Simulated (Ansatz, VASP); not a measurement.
## Two plane-wave programs on ZrTaS4

INCAR

```
ALGO = Normal
EDIFF = 1E-6
EDIFFG = -0.04
ENCUT = 600
GGA = PE
IBRION = 2
ISIF = 3
ISMEAR = 0
LASPH = True
LCHARG = False
LREAL = False
LWAVE = False
NELM = 60
NSW = 90
PREC = Accurate
SIGMA = 0.1
```

File KPOINTS:

```
k-points
0
Gamma
  4 4 4
```

The input POSCAR:

```
ZrTaS4
1.0
    0.0000000000      3.8097270777      3.8097270777
    3.8097270777      0.0000000000      3.8097270777
    3.8097270777      3.8097270777      0.0000000000
Zr Ta S
1 1 4
Direct
    0.0000000000      0.0000000000      0.0000000000
    0.7500000000      0.7500000000      0.7500000000
    0.3750000000      0.8750000000      0.3750000000
    0.3750000000      0.3750000000      0.8750000000
    0.3750000000      0.3750000000      0.3750000000
    0.8750000000      0.3750000000      0.3750000000
```

Input for Ansatz:

```yaml
crystal:
  lattice:
    - [0.0, 3.8097270777, 3.8097270777]
    - [3.8097270777, 0.0, 3.8097270777]
    - [3.8097270777, 3.8097270777, 0.0]
  atoms:
    - { symbol: Zr, position: [0.0, 0.0, 0.0] }
    - { symbol: Ta, position: [0.75, 0.75, 0.75] }
    - { symbol: S, position: [0.375, 0.875, 0.375] }
    - { symbol: S, position: [0.375, 0.375, 0.875] }
    - { symbol: S, position: [0.375, 0.375, 0.375] }
    - { symbol: S, position: [0.875, 0.375, 0.375] }
basis:
  ecutwfc: 420
kpoints:
  mp_grid: { grid: [4, 4, 4] }
hamiltonian:
  xc: pbe
scf:
  occupations: { method: gaussian, width: 0.1 }
  lower_state_search: "off"
output:
  forces: true
  stress: true
  eigenvalues: true
relax:
  adjacent_minimum: "off"
  f_tol: 0.04
  max_steps: 70
  cell: { stress_tol: 0.4 }
```

Alike in both runs: task relaxation of cell and atoms; functional PBE; k mesh 4 × 4 × 4; occupations gaussian, width 0.1 eV; no spin polarisation.

```csv
,VASP,Ansatz
version,VASP 6.6.1,Ansatz 0.2.0
potentials or method,"VASP PAW PBE potentials, release 64 (Zr_sv, Ta_pv, S)","scalar-relativistic, plane waves, PAW"
plane-wave cutoff (eV),600,420
valence electrons in the cell,47,49
```

Ansatz gave:

```
gap on the k mesh at the Fermi level, each at its own relaxed structure (eV) : none
relaxed volume (Å³/atom)                                                     : 16.58
relaxed cell length with the largest relative difference (Å)                 : 5.201
energy change over the relaxation (meV/atom)                                 : -56
```

Question: Which values does VASP return?

Answer: gap on the k mesh at the Fermi level, each at its own relaxed structure (eV): none; relaxed volume (Å³/atom): 16.61; relaxed cell length with the largest relative difference (Å): 5.204; energy change over the relaxation (meV/atom): -56.

A gap of «none» marks a metal or a gap that the smearing closes. The two sets of potentials don't hold the same shells in valence.

The runs have no spin-orbit coupling, so splittings on Ta are missing.
